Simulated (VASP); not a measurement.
Wanted: the native input for a VASP 6.6.1 run.

| Property | Result |
| --- | --- |
| Task | single point |
| Functional | PBE |
| Potentials or basis | VASP PAW PBE potentials, release 64 (Li_sv, Zr_sv, N) |
| Cutoff | 520 eV |
| k mesh | 10 × 10 × 4 |
| Occupations | gaussian, width 0.1 eV |
| Spin | collinear spin, ferromagnetic start |
| Starting moments | [0.0, 0.0, 0.0, 1.5, 0.0, 0.0] μB |
| Further INCAR settings | ALGO = Normal; EDIFF = 1e-06; NBANDS = 28 |

The structure of Li3ZrN2 lies in POSCAR:

```
Li3ZrN2
1.0
    3.1807800000      0.0000000000      0.0000000000
    0.0000000000      3.1807800000      0.0000000000
    0.0000000000      0.0000000000      8.6480200000
Li Zr N
3 1 2
Direct
    0.0000000000      0.0000000000      0.8853600000
    0.0000000000      0.0000000000      0.3745200000
    0.5000000000      0.5000000000      0.5931940000
    0.5000000000      0.5000000000      0.1572120000
    0.0000000000      0.0000000000      0.1110800000
    0.5000000000      0.5000000000      0.3788200000
```

The cell was built by a generator and needn't be a form met in nature.

The input as run:

INCAR

```
SYSTEM = Li3ZrN2
ALGO = Normal
EDIFF = 1E-6
ENCUT = 520
GGA = PE
ISIF = 2
ISMEAR = 0
ISPIN = 2
LASPH = .TRUE.
LCHARG = .FALSE.
LMAXMIX = 4
LORBIT = 11
LREAL = .FALSE.
LWAVE = .FALSE.
MAGMOM = 0 0 0 1.5 0 0
NBANDS = 28
NELM = 150
PREC = Accurate
SIGMA = 0.1
```

KPOINTS

```
k-points
0
G
  10 10 4
  0 0 0
```

Potentials or basis: VASP PAW PBE potentials, release 64 (Li_sv, Zr_sv, N).

Command:

```bash
$ cat potpaw_PBE.64/Li_sv/POTCAR potpaw_PBE.64/Zr_sv/POTCAR potpaw_PBE.64/N/POTCAR > POTCAR
$ mpirun -np 1 vasp_std > vasp.out
```

It gave:

```yaml
Largest_force: 0.005 eV/Å
Band_gap_on_the_k_mesh: none (metal or under the smearing width)
Net_moment: 0.00 μB per cell
Valence_electrons_inside_the_program's_atomic_spheres: Li 2.08, 2.09; Zr 10.00; N 3.69, 3.68
```

It took 3.5 min on 1 thread of Intel(R) Xeon(R) Platinum 8259CL CPU @ 2.50GHz (Skylake/Cascade Lake) (shared host), peak memory 0.36 GiB.
